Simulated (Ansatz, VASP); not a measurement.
# H2W2CO2 (W2C(OH)2 MXene monolayer): VASP beside Ansatz

Wanted: the spread between two codes on one cell, functional and k mesh. Of the first pair: The structure shown is the start of the Ansatz relaxation below; VASP solves that cell, so the two are compared at the walk's first step.

Main program and level: Ansatz 0.2.0; plane waves, with VASP 6.6.1 beside it; single point at PBE with D3(BJ).

## (1) Starting point

The cell holds 7 atoms: 2 H, 2 O, 2 W and 1 C. Cell: a = 3.125 Å, b = 3.125 Å, c = 44.244 Å, α = 90.0°, β = 90.0°, γ = 120.0°. Vacuum lies along c.

## (2) Ansatz: relaxation, PBE with D3(BJ)

Ansatz runs on its default PAW (the set named soft_2) files.

The two programs are compared at the cell with which this relaxation starts, whose forces are those of its first step.

input.yaml

```yaml
crystal:
  lattice:
    - [3.125408, 0.0, 0.0]
    - [-1.562704, 2.7066827252, 0.0]
    - [0.0, 0.0, 44.2443915817]
  atoms:
    - { symbol: H, position: [0.3333333333, 0.6666666667, 0.4249126122] }
    - { symbol: O, position: [0.3333333333, 0.6666666667, 0.4470623121] }
    - { symbol: W, position: [0.6666666667, 0.3333333333, 0.4721274791] }
    - { symbol: C, position: [0.0, 0.0, 0.5] }
    - { symbol: W, position: [0.3333333333, 0.6666666667, 0.5278725209] }
    - { symbol: O, position: [0.6666666667, 0.3333333333, 0.5529376879] }
    - { symbol: H, position: [0.6666666667, 0.3333333333, 0.5750873878] }
  periodic: [true, true, false]
kpoints:
  mp_grid: { grid: [12, 12, 1] }
hamiltonian:
  xc: pbe
  dispersion: d3bj
scf:
  occupations: { method: fermi_dirac, width: 0.05 }
  convergence: { dr2_threshold: 1.0e-09 }
relax:
  f_tol: 0.004
  max_steps: 90
  cell: {}
output:
  write_potential: true
  write_density: true
  volumetric_format: npy
```

Command:

```console
$ ansatz run input.yaml --threads 2 --pin off --max-ram 3072MiB --backend cpu --events-out ev --progress --plain --runs-dir out
```

Numbers of over 12 decimals in the logs are rounded to 6 here.

What it wrote:

```text
Warning: relax.cell: scf.convergence.dr2_threshold = 1e-9 eV is looser than the 2.52674951516e-10 eV advised for a relaxation that steers and ends on the stress (1e-10 eV for each atom of the cell: 7, times the square of relax.cell.stress_2d_tol = 0.05 N/m over 16.6 Å (the atoms' height at the walk's start and 5 Å past either face), 3.004e-2 GPa, over a crystal's default 0.05). What an SCF threshold leaves in a stress goes as its square root, and in the free energy as the threshold itself, and one threshold admits the most on a small cell: [figures from the program's tests cut] Set scf.convergence.dr2_threshold to 2.52674951516e-10 eV or tighter. [rest of the remark cut]
Engine: ansatz 0.2.0, aarch64-unknown-linux-gnu
Pseudopotentials: kind: paw
Pseudopotential: H, paw, valence charge 1, recommended cutoff 420 eV (normal), H.paw.azcp
Pseudopotential: O, paw, valence charge 6, recommended cutoff 420 eV (normal), O.paw.azcp
Pseudopotential: W, paw, valence charge 14, recommended cutoff 420 eV (normal), W.paw.azcp
Pseudopotential: C, paw, valence charge 4, recommended cutoff 420 eV (normal), C.paw.azcp
Functional definition: PBE
  parameter kappa = 0.804
  parameter beta = 0.066725
  exchange = pbe_x(kappa = kappa, mu = beta*pi^2/3)
  correlation = pbe_c(beta = beta)
Crystal: 7 atoms, lattice volume = 374.285 Å³
Basis set: ecut = 420 eV, 7251 PW (Γ), exchange–correlation on 48×48×600 points (8 copies of the dense FFT grid, shifted against one another)
Bands: 30, of which v1, the nominal top of the filled ones, is band 23 counted from 1 (22 counted from 0)
Symmetry: 12 space group operations
Space group: P-3m1 (ITA 164), of the structure as read, at distance tolerance 7.2e-5 Å
k-points: 19 of 144
Non-local potential: H, projectors of the file, l = 0: 2, l = 1: 1
Non-local potential: O, projectors of the file, l = 0: 2, l = 1: 2, l = 2: 1
Non-local potential: W, projectors of the file, l = 0: 3, l = 1: 2, l = 2: 2, l = 3: 1
Non-local potential: C, projectors of the file, l = 0: 2, l = 1: 2, l = 2: 1
PAW form: soft (Blöchl's): semilocal exchange-correlation on the pseudo side does not see the compensation charge
PAW one-centre angular grid: H, 110 points (default); XC on 64 Gauss nodes
PAW one-centre angular grid: O, 110 points (default); XC on 64 Gauss nodes
PAW one-centre angular grid: W, 590 points (default); XC on 64 Gauss nodes
PAW one-centre angular grid: C, 110 points (default); XC on 64 Gauss nodes
Initial density: superposition of atomic densities (neutral atoms: chi_scale 0, normalization atom), corrected by the library's trained network
Initial wavefunctions: pseudopotential atomic-orbital guess
Functional: x = pbe(κ = 0.804, μ = 0.219515), c = pbe(β = 0.066725)
SCF iter   1: F=—  HF=-22184.857584 eV  |F-HF|=—  |Δ(HF+E_count)|=         —  Δρ=5.71e-3  dr2=3.18e-1  ethr=1.77e-3  ⟨swp⟩=14.3  Hψ=4295  notcnv=0
preconditioner: auto → LDOS  [metal: Δε(μ)=0.018 eV  Ē_g=8.754 eV  σ=0.050 eV  W_gap=0.09  n_scr=26 (ndim 8)  ℏωp=9.8 eV  f_vac=0.787  D(μ)=4.82/eV (n_scr^D=20)  β→1.0]
SCF iter   2: F=—  HF=-22184.812354 eV  |F-HF|=—  |Δ(HF+E_count)|=   4.52e-2  Δρ=1.94e-3  dr2=2.27e-2  ethr=6.92e-4  ⟨swp⟩=3.7  Hψ=1294  notcnv=0  defer=5
SCF iter   3: F=—  HF=-22184.813709 eV  |F-HF|=—  |Δ(HF+E_count)|=   1.36e-3  Δρ=3.64e-4  dr2=2.16e-3  ethr=4.93e-5  ⟨swp⟩=3.5  Hψ=1364  notcnv=0  defer=5
SCF iter   4: F=—  HF=-22184.813965 eV  |F-HF|=—  |Δ(HF+E_count)|=   2.56e-4  Δρ=2.07e-4  dr2=5.09e-4  ethr=4.70e-6  ⟨swp⟩=3.4  Hψ=1220  notcnv=0  defer=5
SCF iter   5: F=—  HF=-22184.813968 eV  |F-HF|=—  |Δ(HF+E_count)|=   2.83e-6  Δρ=7.82e-5  dr2=3.68e-5  ethr=1.11e-6  ⟨swp⟩=3.6  Hψ=1242  notcnv=0  defer=5
SCF iter   6: F=—  HF=-22184.813940 eV  |F-HF|=—  |Δ(HF+E_count)|=   2.77e-5  Δρ=2.06e-5  dr2=1.79e-6  ethr=8.01e-8  ⟨swp⟩=4.1  Hψ=1339  notcnv=0  defer=5
SCF iter   7: F=—  HF=-22184.813734 eV  |F-HF|=—  |Δ(HF+E_count)|=   2.07e-4  Δρ=9.35e-6  dr2=9.17e-7  ethr=3.88e-9  ⟨swp⟩=3.5  Hψ=1237  notcnv=0  defer=5
SCF iter   8: F=—  HF=-22184.813734 eV  |F-HF|=—  |Δ(HF+E_count)|=   1.22e-7  Δρ=2.18e-6  dr2=2.79e-8  ethr=1.99e-9  ⟨swp⟩=2.8  Hψ=950  notcnv=0  defer=5
SCF iter   9: F=—  HF=-22184.813734 eV  |F-HF|=—  |Δ(HF+E_count)|=   7.78e-8  Δρ=7.04e-7  dr2=3.85e-9  ethr=6.06e-11  ⟨swp⟩=4.1  Hψ=1359  notcnv=0  defer=5
[...]
SCF iter   5: F=—  HF=-22186.148269 eV  |F-HF|=—  |Δ(HF+E_count)|=   9.23e-8  Δρ=1.75e-6  dr2=3.69e-8  ethr=3.41e-10  ⟨swp⟩=3.7  Hψ=1285  notcnv=0
SCF iter   6: F=-22186.148269 eV  HF=-22186.148269 eV  |F-HF|=5.41e-9  |Δ(HF+E_count)|=   1.53e-8  Δρ=3.86e-7  dr2=7.39e-10  ethr=2.17e-12  ⟨swp⟩=17.9  Hψ=6514  notcnv=0
SCF 10 converged in 6 iterations: F = -22186.148269 eV  dr2 = 7.39e-10
relax step  10: F+E_penalty+E_count = -22186.14826948 eV  Δ(F+E_penalty+E_count) = +1.817e-2 eV  max|allowed force component| = 5.656e-3 eV/Å  Δτ_max = 0.0000 Å  P = -0.468 N/m  Ω = 320.216 Å³  fix = [c, alpha, beta]  reactions: c -0.000 N/m  stress off target by 4.68e-1 N/m on what of the cell is left free  SCF on the basis re-selected at this cell (its energy is not comparable with the rows above)  (6 SCF iters)
[...]
relax step  11: F+E_penalty+E_count = -22186.14949988 eV  Δ(F+E_penalty+E_count) = -1.230e-3 eV  max|allowed force component| = 2.247e-3 eV/Å  Δτ_max = 0.0047 Å  P = -0.007 N/m  Ω = 319.143 Å³  energy of the carried Pulay correction = +8.479e-4 eV  fix = [c, alpha, beta]  reactions: c -0.000 N/m  (7 SCF iters, accepted)
[...]
relax step  12: F+E_penalty+E_count = -22186.14869151 eV  Δ(F+E_penalty+E_count) = +8.084e-4 eV  max|allowed force component| = 2.104e-3 eV/Å  Δτ_max = 0.0000 Å  P = -0.022 N/m  Ω = 319.143 Å³  fix = [c, alpha, beta]  reactions: c -0.000 N/m  stress off target by 2.17e-2 N/m on what of the cell is left free  SCF on the basis re-selected at this cell (its energy is not comparable with the rows above)  (4 SCF iters)
basis re-selected at this cell: Δ(F+E_penalty+E_count) = +8.084e-4 eV, ΔP = -0.014 N/m vs the last step (what re-selecting the basis moved, of the pressure what is left beyond the Pulay correction that the steps carried, after the strain that the cell walked since its last selection, with what the two solves' SCF thresholds leave and, on support functions, any second-order correction that the steps lacked; it is no m [...]
SCF converged after 4 iterations
Free energy (F): -22186.148692 eV
Harris-Foulkes:  -22186.148692 eV  (|F-HF|=1.13e-9)
Internal energy: -22186.115216 eV  (E = F + TS)
E sigma→0 (E₀):  -22186.131954 eV
Entropy (-TS):   -0.033476 eV (-4.782 meV/atom)
Fermi energy:    -2.482335 eV
--- Per-component energies (eV) ---
  E_band       = -1142.533739
  E_kinetic    = 1374.342189
  E_local      = -234163.299844  (includes V_loc(G=0)·N_el)
  E_nonlocal   = 128.543472
  E_hartree    = 116298.451039
  E_xc         = -747.017479
  E_vxc        = -748.223274  (∫ρ·V_xc dr)
  E_paw        = -17542.488174  (= ΣΔE_a)
  E_vpaw       = -330.802690  (= ΣTr[D̂ρ^β])
  E_aug_tail   = 0.002511  (compensation charges beyond the density's cutoff)
  E_ewald      = 112466.769278
  E_disp       = -1.418207  (pairwise vdW)
  E_smearing   = -0.033476  (= −TS)
  E_closure    = 0.000000  (closes the sum)
  Σ components = -22186.148692   (vs F -22186.148692, Δ=0.00e0)
--- Forces (eV/Å), atoms counted from 1 ---
  atom   1  H      0.00000000     0.00000000    -0.00176338
  atom   2  O     -0.00000000     0.00000000    -0.00210443
  atom   3  W     -0.00000000     0.00000000     0.00030631
  atom   4  C      0.00000000     0.00000000     0.00000000
  atom   5  W      0.00000000    -0.00000000    -0.00030631
  atom   6  O     -0.00000000    -0.00000000     0.00210443
  atom   7  H      0.00000000    -0.00000000     0.00176338
  max |Σ_I F_I| component: 3.67e-17 eV/Å
--- 2D stress c σ (N/m, compression-positive) ---
       -0.021709       0.000000      -0.000000
        0.000000      -0.021709      -0.000000
       -0.000000      -0.000000      -0.000000
  P = ½ c Tr σ = -0.0217 N/m
--- Band table (eV; the first three rows and the last of 19) ---
  k-point 0: bands = [... 19 lower, -5.7040, -5.7040, -3.9431, -3.9431, -2.5196, -2.5173, -2.1531, -2.0984, ... 3 higher]
  k-point 1: bands = [... 19 lower, -6.0425, -5.8406, -4.2189, -3.7497, -2.6487, -2.4120, -2.1527, -2.0783, ... 3 higher]
  k-point 2: bands = [... 19 lower, -6.0849, -6.0084, -4.6295, -3.1904, -2.9378, -2.5603, -1.8455, -1.7273, ... 3 higher]
  k-point 18: bands = [... 19 lower, -8.4212, -3.5422, -2.7145, -2.7145, -2.3032, -1.0839, -1.0839, 0.7325, ... 3 higher]
  the weakly bound empty levels are not read free of the cell's end (no_gap_told)
--- Relaxed structure (10 steps of the walk, 10 accepted, 2 SCFs on fresh bases) ---
  F+E_penalty+E_count = -22186.14869151 eV   max|allowed force component| = 2.104e-3 eV/Å   (the final SCF, on the basis selected at the relaxed cell)
  cell:  # Å, volume = 319.1434 Å³
    - [2.886014, 0.0, 0]
    - [-1.443007, 2.499362, 0]
    - [0, 0, 44.2443915817]
  atoms:
    - { symbol: H, position: [0.333333, 0.666667, 0.413454] }
    - { symbol: O, position: [0.333333, 0.666667, 0.435724] }
    - { symbol: W, position: [0.666667, 0.333333, 0.469294] }
    - { symbol: C, position: [0, 0, 0.5] }
    - { symbol: W, position: [0.333333, 0.666667, 0.530706] }
    - { symbol: O, position: [0.666667, 0.333333, 0.564276] }
    - { symbol: H, position: [0.666667, 0.333333, 0.586546] }
```

## (3) VASP: single point, PBE with D3(BJ), start cell, pair 1

The same cell, functional, mesh and smearing now go to VASP, with its own data sets.

Lines of VASP's logs that name or quote its potential files are left out, and so is its time.

INCAR

```
SYSTEM = H2W2CO2
PREC = Accurate
ENCUT = 520
EDIFF = 1E-06
NELM = 120
ISMEAR = -1
SIGMA = 0.05
LREAL = .FALSE.
ALGO = Normal
GGA = PE
IVDW = 12
NBANDS = 22
LASPH = .TRUE.
LORBIT = 11
LWAVE = .FALSE.
LCHARG = .FALSE.
ISIF = 2
LDIPOL = .TRUE.
IDIPOL = 3
DIPOL = 0.5 0.5 0.5
LVHAR = .TRUE.
GGA_COMPAT = .FALSE.
NELMDL = -8
KPAR = 2
```

POSCAR

```
H2W2CO2
1.0
    3.1254080000      0.0000000000      0.0000000000
   -1.5627040000      2.7066830000      0.0000000000
    0.0000000000      0.0000000000     44.2443920000
H O W C
2 2 2 1
Direct
    0.3333333333      0.6666666667      0.4249126081
    0.6666666667      0.3333333333      0.5750873919
    0.3333333333      0.6666666667      0.4470623079
    0.6666666667      0.3333333333      0.5529376921
    0.6666666667      0.3333333333      0.4721274732
    0.3333333333      0.6666666667      0.5278725268
    0.0000000000      0.0000000000      0.5000000000
```

KPOINTS

```
Automatic mesh
0
Gamma
12 12 1
0 0 0
```

PAW data sets: H, O, W and C (PBE family, release 64).

Command:

```console
$ mpirun -np 2 vasp_std
```

What it wrote:

```text
[banner, memory and clock lines left out]
running    2 mpi-ranks, on    1 nodes
 distrk:  each k-point on    1 cores,    2 groups
 distr:  one band on    1 cores,    1 groups

 POSCAR found type information on POSCAR H O W C
 POSCAR found :  4 types and       7 ions
 LDA part: xc-table for (Slater+PW92), standard interpolation
 POSCAR, INCAR and KPOINTS ok, starting setup
 FFT: planning ... GRIDC
 FFT: planning ... GRID_SOFT
 FFT: planning ... GRID
 WAVECAR not read
 entering main loop
       N       E                     dE             d eps       ncg     rms          rms(c)
DAV:   1     0.254557997131E+03    0.25456E+03   -0.10753E+04   908   0.990E+02
DAV:   2    -0.151431335088E+02   -0.26970E+03   -0.25713E+03  1284   0.231E+02
DAV:   3    -0.592781296485E+02   -0.44135E+02   -0.42782E+02  1090   0.109E+02
DAV:   4    -0.610515138321E+02   -0.17734E+01   -0.16729E+01  1170   0.233E+01
DAV:   5    -0.611004445271E+02   -0.48931E-01   -0.48107E-01  1158   0.332E+00
DAV:   6    -0.611017223126E+02   -0.12778E-02   -0.12716E-02  1148   0.485E-01
DAV:   7    -0.611017722729E+02   -0.49960E-04   -0.49865E-04  1204   0.788E-02
DAV:   8    -0.611017746691E+02   -0.23962E-05   -0.23962E-05  1194   0.154E-02    0.431E+01
DAV:   9    -0.535287703299E+02    0.75730E+01   -0.41745E+01  1024   0.333E+01    0.172E+01
DAV:  10    -0.533388722987E+02    0.18990E+00   -0.20946E+00  1066   0.943E+00    0.882E+00
DAV:  11    -0.533021973411E+02    0.36675E-01   -0.73133E-01  1290   0.541E+00    0.161E+00
DAV:  12    -0.532553377144E+02    0.46860E-01   -0.18747E-01  1178   0.245E+00    0.316E-01
DAV:  13    -0.532559890262E+02   -0.65131E-03   -0.23760E-02  1030   0.803E-01    0.146E-01
DAV:  14    -0.532555054568E+02    0.48357E-03   -0.24648E-03  1136   0.300E-01    0.760E-02
[...]
DAV:  19    -0.532556854590E+02   -0.11095E-03   -0.61055E-05  1112   0.160E-02    0.278E-03
DAV:  20    -0.532557023636E+02   -0.16905E-04   -0.41925E-06   908   0.744E-03    0.227E-03
DAV:  21    -0.532557153880E+02   -0.13024E-04   -0.15969E-06   808   0.429E-03    0.296E-03
DAV:  22    -0.532557184807E+02   -0.30928E-05   -0.30181E-07   774   0.274E-03    0.798E-04
DAV:  23    -0.532557233362E+02   -0.48555E-05   -0.24122E-07   716   0.205E-03    0.793E-04
DAV:  24    -0.532557254216E+02   -0.20854E-05   -0.74457E-08   658   0.110E-03    0.215E-04
DAV:  25    -0.532557268070E+02   -0.13854E-05   -0.78770E-08   676   0.806E-04    0.196E-04
DAV:  26    -0.532557275484E+02   -0.74143E-06   -0.36686E-08   646   0.469E-04
   1 F= -.54546535E+02 E0= -.54527506E+02  d E =-.380589E-01
```

Parts of OUTCAR (step 3):

```text
ion  position               nearest neighbor table
   1  0.333  0.667  0.425-   3 0.98
   2  0.667  0.333  0.575-   4 0.98
   3  0.333  0.667  0.447-   1 0.98   5 2.12   5 2.12   5 2.12
   4  0.667  0.333  0.553-   2 0.98   6 2.12   6 2.12   6 2.12
   5  0.667  0.333  0.472-   3 2.12   3 2.12   3 2.12   7 2.19   7 2.19   7 2.19   6 3.06   6 3.06
                             6 3.06
   6  0.333  0.667  0.528-   4 2.12   4 2.12   4 2.12   7 2.19   7 2.19   7 2.19   5 3.06   5 3.06
                             5 3.06
   7  0.000  0.000  0.500-   5 2.19   6 2.19   5 2.19   6 2.19   5 2.19   6 2.19

  LATTYP: Found a hexagonal cell.
 ALAT       =     3.1254080000
 C/A-ratio  =    14.1563571860

 Subroutine GETGRP returns: Found 12 space group operations
 (whereof 12 operations were pure point group operations)

The static configuration has the point symmetry D_3d.

 Found     19 irreducible k-points:

   k-points           NKPTS =     19   k-points in BZ     NKDIM =     19   number of bands    NBANDS=     22

   dimension x,y,z NGX =    24 NGY =   24 NGZ =  336
   dimension x,y,z NGXF=    48 NGYF=   48 NGZF=  672

   ENCUT  =  520.0 eV  38.22 Ry    6.18 a.u.   5.81  5.81 82.27*2*pi/ulx,y,z

   NELECT =      30.0000    total number of electrons

 k-points in reciprocal lattice and weights: Automatic mesh
   0.00000000  0.00000000  0.00000000       0.007
   0.08333333  0.00000000  0.00000000       0.042
   0.16666667  0.00000000  0.00000000       0.042
   0.25000000  0.00000000  0.00000000       0.042
   0.33333333  0.00000000  0.00000000       0.042
   0.41666667  0.00000000  0.00000000       0.042
   0.50000000  0.00000000  0.00000000       0.021
   0.08333333  0.08333333  0.00000000       0.042
   0.16666667  0.08333333  0.00000000       0.083
[...]
0.33333333  0.25000000  0.00000000       0.083
   0.33333333  0.33333333  0.00000000       0.014

 dipolmoment           0.000000      0.000000     -0.000000 electrons x Angstroem

 average (electrostatic) potential at core
       1 -43.7476       2 -43.7476       3 -80.5938       4 -80.5938       5 -48.1619
       6 -48.1619       7 -56.9221

 E-fermi :  -1.0454

 k-point     1 :       0.0000    0.0000    0.0000
  band No.  band energies     occupation
    ...
     15      -3.0832      2.00000
     16      -1.4772      1.99965
     17      -1.4409      1.99927
     18      -1.0259      0.80783
     19      -1.0259      0.80782
     20      -0.6276      0.00047
     21       0.0634      0.00000
     22       0.0634      0.00000

 k-point     2 :       0.0833    0.0000    0.0000
  band No.  band energies     occupation
    ...
     14      -2.8313      2.00000
     15      -2.7810      2.00000
     16      -1.4634      1.99953
     17      -1.2964      1.98690
     18      -1.0515      1.06156
     19      -0.9033      0.11021
     20      -0.4846      0.00003
     21       0.1302      0.00000
     22       0.2029      0.00000

 k-point     3 :       0.1667    0.0000    0.0000
  band No.  band energies     occupation
    ...
     13      -3.7787      2.00000
     14      -2.3021      2.00000
     15      -2.2527      2.00000
     16      -1.3138      1.99072
     17      -1.2912      1.98546
     18      -0.6881      0.00158
     19      -0.5405      0.00008
     20      -0.1504      0.00000
     21       0.3002      0.00000
     22       0.6597      0.00000

 Edisp (eV)   -1.29081

  Total       0.08842     0.08842     4.71259    -0.00000     0.00000     0.00000
  in kB       0.37850     0.37850    20.17288    -0.00000     0.00000     0.00000
  external pressure =        6.98 kB  Pullay stress =        0.00 kB

  energy-cutoff  :      520.00
  volume of cell :      374.28
      direct lattice vectors                 reciprocal lattice vectors
     3.125408000  0.000000000  0.000000000     0.319958226  0.184727949  0.000000000
    -1.562704000  2.706683000  0.000000000     0.000000000  0.369455899  0.000000000
     0.000000000  0.000000000 44.244392000     0.000000000  0.000000000  0.022601734

 POSITION                                       TOTAL-FORCE (eV/Angst)
 -----------------------------------------------------------------------------------
     -0.00000      1.80446     18.80000        -0.000000     -0.000000     -0.426219
      1.56270      0.90223     25.44439        -0.000000     -0.000000      0.426219
     -0.00000      1.80446     19.78000         0.000000      0.000000     -2.521381
      1.56270      0.90223     24.46439         0.000000     -0.000000      2.521381
      1.56270      0.90223     20.88899        -0.000000     -0.000000      3.986542
     -0.00000      1.80446     23.35540         0.000000      0.000000     -3.986542
      0.00000      0.00000     22.12220        -0.000000     -0.000000     -0.000000
 -----------------------------------------------------------------------------------
    total drift:                                0.000000      0.000000      0.000000

  FREE ENERGIE OF THE ION-ELECTRON SYSTEM (eV)
  ---------------------------------------------------
  free  energy   TOTEN  =       -54.5465352109 eV

  energy  without entropy=      -54.5084762977  energy(sigma->0) =      -54.52750575

 vacuum level on the upper side and lower side of the slab         1.830         1.830

 total charge
# of ion       s       p       d       tot
------------------------------------------
    1        0.601   0.121   0.000   0.722
    2        0.601   0.121   0.000   0.722
    3        1.564   3.593   0.000   5.157
    4        1.564   3.593   0.000   5.157
    5        0.521   0.665   4.283   5.470
    6        0.521   0.665   4.283   5.470
    7        0.852   1.579   0.000   2.431
--------------------------------------------------
tot          6.224  10.339   8.566  25.130

[... 3 further parts left out ...]
```

This run has no spin polarisation, so a moment on W, if there is one, isn't seen.

## (4) Side by side

Known differences besides the potentials themselves: Ansatz cuts the interaction across the vacuum, VASP repeats the sheet with a dipole correction; the data sets hold 46 valence electrons in Ansatz (on its default PAW (the set named soft_2) files) and 30 in VASP; the cutoff is 420 eV in Ansatz and 520 eV in VASP. Total energies have different zeros and are not compared.

Forces (eV/Å; atoms numbered as in POSCAR):

```tsv
atom	Ansatz x, y, z	VASP x, y, z
H1	0.000, 0.000, -0.360	0.000, 0.000, -0.426
H2	0.000, 0.000, 0.360	0.000, 0.000, 0.426
O3	0.000, 0.000, -2.584	0.000, 0.000, -2.521
O4	0.000, 0.000, 2.584	0.000, 0.000, 2.521
W5	0.000, 0.000, 3.952	0.000, 0.000, 3.987
W6	0.000, 0.000, -3.952	0.000, 0.000, -3.987
C7	0.000, 0.000, 0.000	0.000, 0.000, 0.000
```

The forces differ by 30 meV/Å r.m.s., which is 2.1 % of the r.m.s. force of 1.462 eV/Å (both taken over all components). With vacuum in the cell, a pressure given here is an average over mostly empty space and none of the material.

(Continued in part 2 of 2.)

[Lines on the potential files, build, host, timing and source positions are cut from VASP's logs without a mark.]

[Logs are printed without paths, hosts, clocks, repeated set-up lines and the standing remarks that a program may print on its own settings, such as how far it seeks lower states.]

[Hosts, paths, dates, database ids (printed as entryN), source tags and the programs' standing remarks are cut or masked in the printed files.]
